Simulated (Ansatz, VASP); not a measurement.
# Cross-check of TiO2 (Rutile) between VASP and Ansatz, part 2 of 2

One calculation is typed for both programs; each brings its own data sets. How far apart do they land? The structure shown is the start of the Ansatz relaxation below; VASP solves that cell, so the two are compared at the walk's first step.

VASP 6.6.1 and Ansatz 0.2.0.

So far. Step 4 (Side by side): The forces differ by 17 meV/Å r.m.s., which is 18.3 % of the r.m.s. force of 0.091 eV/Å (both taken over all components).

### Step 7. VASP: single point, LDA, start cell, pair 2

Level of this step: LDA, no spin polarisation; plane waves and PAW (Ti_sv, O) (VASP).

The same cell, functional (in two slightly different forms) and mesh now go to VASP, with its own data sets.

Input file INCAR:

```
SYSTEM = TiO2
PREC = Accurate
ENCUT = 520
EDIFF = 1E-06
NELM = 120
ISMEAR = 0
SIGMA = 0.01
LREAL = .FALSE.
ALGO = Normal
GGA = CA
NBANDS = 30
LASPH = .TRUE.
LORBIT = 11
LWAVE = .FALSE.
LCHARG = .FALSE.
ISIF = 2
GGA_COMPAT = .FALSE.
EFERMI = MIDGAP
KPAR = 2
```

Input file POSCAR:

```
TiO2
1.0
    4.5261100000      0.0000000000      0.0000000000
    0.0000000000      4.5261100000      0.0000000000
    0.0000000000      0.0000000000      2.9027830000
Ti O
2 4
Direct
    0.0000000000      0.0000000000      0.0000000000
    0.5000000000      0.5000000000      0.4999998278
    0.3039442258      0.3039442258      0.0000000000
    0.1960557742      0.8039442258      0.4999998278
    0.6960557742      0.6960557742      0.0000000000
    0.8039442258      0.1960557742      0.4999998278
```

Input file KPOINTS:

```
Automatic mesh
0
Gamma
6 6 12
0 0 0
```

The projector-augmented-wave data sets are Ti_sv and O (LDA family, release 64).

Started as:

```bash
mpirun -np 2 vasp_std
```

Numbers of over 12 decimals in the logs are rounded to 6 here.

What it wrote:

```text
[... set-up lines as in an earlier step ...]
 entering main loop
       N       E                     dE             d eps       ncg     rms          rms(c)
DAV:   1     0.667160802287E+03    0.66716E+03   -0.24729E+04  4200   0.190E+03
DAV:   2     0.349508155284E+02   -0.63221E+03   -0.59813E+03  4478   0.560E+02
DAV:   3    -0.704868857483E+02   -0.10544E+03   -0.10284E+03  6342   0.206E+02
DAV:   4    -0.751932153486E+02   -0.47063E+01   -0.47010E+01  5656   0.435E+01
[...]
DAV:  13    -0.587580143870E+02    0.21836E-03   -0.71775E-04  5066   0.285E-01    0.290E-02
DAV:  14    -0.587580124451E+02    0.19419E-05   -0.46138E-05  5348   0.574E-02    0.102E-02
DAV:  15    -0.587580130314E+02   -0.58629E-06   -0.37496E-06  4076   0.139E-02
   1 F= -.58758013E+02 E0= -.58758013E+02  d E =0.000000E+00
```

Parts of OUTCAR (step 7):

```text
  Total        1.8030501      1.8030501      2.3682348     -0.0000000      0.0000000      0.0000000
  in kB       48.5795619     48.5795619     63.8073279     -0.0000000      0.0000000      0.0000000
  external PRESSURE =      53.6554839 kB  Pullay stress =       0.0000000 kB

 POSITION                                       TOTAL-FORCE (eV/Angst)
 -----------------------------------------------------------------------------------
      0.00000      0.00000      0.00000        -0.000000     -0.000000      0.000000
      2.26306      2.26306      1.45139        -0.000000     -0.000000      0.000000
      1.37568      1.37568      0.00000        -0.078329     -0.078329      0.000000
      0.88737      3.63874      1.45139         0.078329     -0.078329      0.000000
      3.15043      3.15043      0.00000         0.078329      0.078329      0.000000
      3.63874      0.88737      1.45139        -0.078329      0.078329      0.000000
 -----------------------------------------------------------------------------------
    total drift:                               -0.000000      0.000000      0.001901

  FREE ENERGIE OF THE ION-ELECTRON SYSTEM (eV)
  ---------------------------------------------------
  free  energy   TOTEN  =       -58.7580130314 eV

  energy  without entropy=      -58.7580130314  energy(sigma->0) =      -58.75801303

[... 1 part as in an earlier step ...]

[... 2 further parts left out ...]
[key lines of the parts left out:]
E-fermi :   6.0085
```

The run ends at a pressure of 5.37 GPa, with forces up to 0.11 eV/Å.

### Step 8. Differences

Forces (eV/Å; atoms numbered as in POSCAR):

```csv
atom,"Ansatz x, y, z","VASP x, y, z"
Ti1,"0.000, 0.000, 0.000","0.000, 0.000, 0.000"
Ti2,"0.000, 0.000, 0.000","0.000, 0.000, 0.000"
O3,"-0.054, -0.054, 0.000","-0.078, -0.078, 0.000"
O4,"0.054, -0.054, 0.000","0.078, -0.078, 0.000"
O5,"0.054, 0.054, 0.000","0.078, 0.078, 0.000"
O6,"-0.054, 0.054, 0.000","-0.078, 0.078, 0.000"
```

The forces differ by 16 meV/Å r.m.s., which is 30.7 % of the r.m.s. force of 0.052 eV/Å (both taken over all components).

### Step 9. What the set-up changes

Further runs change the set-up of one program: Ansatz's method, potentials or start, or VASP's data sets, cutoff or form of LDA. The table gives that difference for each run.

```csv
run,r.m.s. force difference (meV/Å)
as above,16
VASP with a cutoff of 600 eV (perhaps on Ansatz's relaxed cell),14
```

### Step 10. Ansatz: relaxation, LDA

The two programs are compared at the cell with which this relaxation starts, whose forces are those of its first step. The cell compared in this pair holds 62.18 Å³, against 59.47 Å³ for the pair before.

The structure compared here is the start of the Ansatz relaxation; VASP solves that cell, so the two are compared at the walk's first step.

Input file input.yaml:

```yaml
crystal:
  lattice:
    - [4.5940115466, 0.0, 0.0]
    - [0.0, 4.5940115466, 0.0]
    - [0.0, 0.0, 2.9463311791]
  atoms:
    - { symbol: Ti, position: [0.0, 0.0, 0.0] }
    - { symbol: Ti, position: [0.5, 0.5, 0.5] }
    - { symbol: O, position: [0.3039442095, 0.3039442095, 0.0] }
    - { symbol: O, position: [0.1960557905, 0.8039442095, 0.5] }
    - { symbol: O, position: [0.6960557905, 0.6960557905, 0.0] }
    - { symbol: O, position: [0.8039442095, 0.1960557905, 0.5] }
kpoints:
  mp_grid: { grid: [6, 6, 12] }
hamiltonian:
  xc: lda
  pseudopotentials: { kind: paw, azcp: { folder: soft_1 }, xc_functional: pbe }
scf:
  occupations: { method: fixed }
  lower_state_search: "off"
output:
  forces: true
  stress: true
  eigenvalues: true
relax:
  adjacent_minimum: "off"
  f_tol: 0.001
  max_steps: 60
  cell: { stress_tol: 0.01, fix: [volume] }
```

Started as:

```bash
ansatz run input.yaml --threads 18 --pin off --max-ram 92160MiB --backend cuda --events-out ev --progress --plain --runs-dir out
```

What it wrote:

```text
[...]
Crystal: 6 atoms, lattice volume = 62.182 Å³
Basis set: ecut = 420 eV, 1217 PW (Γ)
Bands: 30, of which v1, the nominal top of the filled ones, is band 24 counted from 1 (23 counted from 0)
Symmetry: 16 space group operations
[...]
k-points: 70 of 432
[...]
cell:  # Å, volume = 62.1821 Å³
    - [4.604361, 0, 0.0]
    - [0, 4.604361, 0.0]
    - [0.0, 0.0, 2.933101]
  atoms:
    - { symbol: Ti, position: [0, 0, 0.0] }
    - { symbol: Ti, position: [0.5, 0.5, 0.500000] }
    - { symbol: O, position: [0.305053, 0.305053, 0.0] }
    - { symbol: O, position: [0.194947, 0.805053, 0.500000] }
    - { symbol: O, position: [0.694947, 0.694947, 0.0] }
    - { symbol: O, position: [0.805053, 0.194947, 0.500000] }
[key lines of the parts left out:]
SCF converged after 6 iterations
Free energy (F): -7130.379728 eV
Fermi energy:    8.696556 eV
P = ⅓ Tr σ = -6.6523 GPa (-66.523 kbar)
```

### Step 11. VASP: single point, LDA, start cell, pair 3

The same cell, functional (in two slightly different forms) and mesh now go to VASP, with its own data sets.

INCAR is that of step 7.

Input file POSCAR:

```
TiO2
1.0
    4.5940120000      0.0000000000      0.0000000000
    0.0000000000      4.5940120000      0.0000000000
    0.0000000000      0.0000000000      2.9463310000
Ti O
2 4
Direct
    0.0000000000      0.0000000000      0.0000000000
    0.5000000000      0.5000000000      0.5000001697
    0.3039441342      0.3039441342      0.0000000000
    0.1960558658      0.8039441342      0.5000001697
    0.6960556481      0.6960556481      0.0000000000
    0.8039441342      0.1960558658      0.5000001697
```

KPOINTS is that of step 7.

Started as:

```bash
mpirun -np 2 vasp_std
```

What it wrote:

```text
[... set-up lines as in an earlier step ...]
 entering main loop
       N       E                     dE             d eps       ncg     rms          rms(c)
DAV:   1     0.653924309305E+03    0.65392E+03   -0.24767E+04  4200   0.188E+03
DAV:   2     0.320922717299E+02   -0.62183E+03   -0.58987E+03  4470   0.549E+02
DAV:   3    -0.710994449602E+02   -0.10319E+03   -0.10138E+03  6362   0.202E+02
DAV:   4    -0.755804555828E+02   -0.44810E+01   -0.44760E+01  5730   0.424E+01
[...]
DAV:  13    -0.587507100793E+02    0.14640E-03   -0.50985E-04  5238   0.239E-01    0.216E-02
DAV:  14    -0.587507098062E+02    0.27306E-06   -0.37910E-05  5308   0.520E-02    0.885E-03
DAV:  15    -0.587507101562E+02   -0.35000E-06   -0.50084E-06  4368   0.225E-02
   1 F= -.58750710E+02 E0= -.58750710E+02  d E =0.000000E+00
```

From OUTCAR (step 11):

```text
  Total       -2.2236364     -2.2236364     -2.7805220     -0.0000000      0.0000000      0.0000000
  in kB      -57.2939243    -57.2939243    -71.6425656     -0.0000000      0.0000000      0.0000000
  external PRESSURE =     -62.0768048 kB  Pullay stress =       0.0000000 kB

 POSITION                                       TOTAL-FORCE (eV/Angst)
 -----------------------------------------------------------------------------------
      0.00000      0.00000      0.00000         0.000000      0.000000      0.000000
      2.29701      2.29701      1.47317         0.000000      0.000000      0.000000
      1.39632      1.39632      0.00000         0.079055      0.079055      0.000000
      0.90068      3.69333      1.47317        -0.079055      0.079055      0.000000
      3.19769      3.19769      0.00000        -0.079055     -0.079055      0.000000
      3.69333      0.90068      1.47317         0.079055     -0.079055      0.000000
 -----------------------------------------------------------------------------------
    total drift:                                0.000864      0.000864     -0.001911

  FREE ENERGIE OF THE ION-ELECTRON SYSTEM (eV)
  ---------------------------------------------------
  free  energy   TOTEN  =       -58.7507101562 eV

  energy  without entropy=      -58.7507101562  energy(sigma->0) =      -58.75071016

[... 1 part as in an earlier step ...]

[... 2 further parts left out ...]
[key lines of the parts left out:]
E-fermi :   5.4808
```

The run ends at a pressure of -6.21 GPa, with forces up to 0.11 eV/Å.

### Step 12. Comparison

Forces (eV/Å; atoms numbered as in POSCAR):

```csv
atom,"Ansatz x, y, z","VASP x, y, z"
Ti1,"0.000, 0.000, 0.000","0.000, 0.000, 0.000"
Ti2,"0.000, 0.000, 0.000","0.000, 0.000, 0.000"
O3,"0.100, 0.100, 0.000","0.079, 0.079, 0.000"
O4,"-0.100, 0.100, 0.000","-0.079, 0.079, 0.000"
O5,"-0.100, -0.100, 0.000","-0.079, -0.079, 0.000"
O6,"0.100, -0.100, 0.000","0.079, -0.079, 0.000"
```

The forces differ by 14 meV/Å r.m.s., which is 27.0 % of the r.m.s. force of 0.053 eV/Å (both taken over all components).

### Step 13. Further runs

Further runs change the set-up of one program: Ansatz's method, potentials or start, or VASP's data sets, cutoff or form of LDA. The table gives that difference for each run.

```csv
run,r.m.s. force difference (meV/Å)
as above,14
VASP with a cutoff of 600 eV (perhaps on Ansatz's relaxed cell),16
```

### Step 14. Summary of results

```json
{"r.m.s. force difference (single point, LDA, start cell, pair 1)": "17 meV/Å", "r.m.s. force difference (single point, LDA, start cell, pair 2)": "16 meV/Å", "r.m.s. force difference (single point, LDA, start cell, pair 3)": "14 meV/Å"}
```

In words: The r.m.s. force difference is 17 meV/Å (single point, LDA, start cell, pair 1), beyond the 12 meV/Å picked in this series as the mark of a large difference. 4 further runs of this series are not shown here. How closely two codes agree says nothing of how well the functional describes the real material.

[Lines on the potential files, build, host, timing and source positions are cut from VASP's logs without a mark.]

[Logs are printed without paths, hosts, clocks, repeated set-up lines and the standing remarks that a program may print on its own settings, such as how far it seeks lower states.]

[Hosts, paths, dates, database ids (printed as entryN), source tags and the programs' standing remarks are cut or masked in the printed files.]

[Rows of further runs with another cutoff or data set may stand on the cell that Ansatz relaxed, not on the start cell of the pair above them.]
